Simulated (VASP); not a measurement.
Data:

```xyz
1
Lattice="0.0000 2.7900 2.7900 2.7900 0.0000 2.7900 2.7900 2.7900 0.0000" Properties=species:S:1:pos:R:3 pbc="T T T"
Ca     0.0000     0.0000     0.0000
```

Computed with SCAN meta-GGA, VASP's PBE PAW potentials (set 64) (plane waves; VASP 6.6.1). Run with 520 eV cut-off, 10×10×10 Γ-centred mesh, first-order Methfessel-Paxton smearing of 0.10 eV, potentials Ca_sv.

Question: The ions, cell shape and volume are relaxed. Give the cell that the relaxation ends in.

Answer: 
```xyz
1
Lattice="0.0000 2.7753 2.7753 2.7753 0.0000 2.7753 2.7753 2.7753 0.0000" Properties=species:S:1:pos:R:3 pbc="T T T"
Ca     2.7753     2.7753     0.0000
```
Space group Fm-3m (225), at a tolerance of 0.03 Å.

Question: How do energy and volume change from the first to the last step?

Answer: The energy (σ→0) changes by -0.9 meV/atom and the volume by -1.6 %, in 4 ionic steps.

The compound is Ca in the fcc structure. This run relaxes it. Symmetry was kept, so distortions that lower it aren't found.
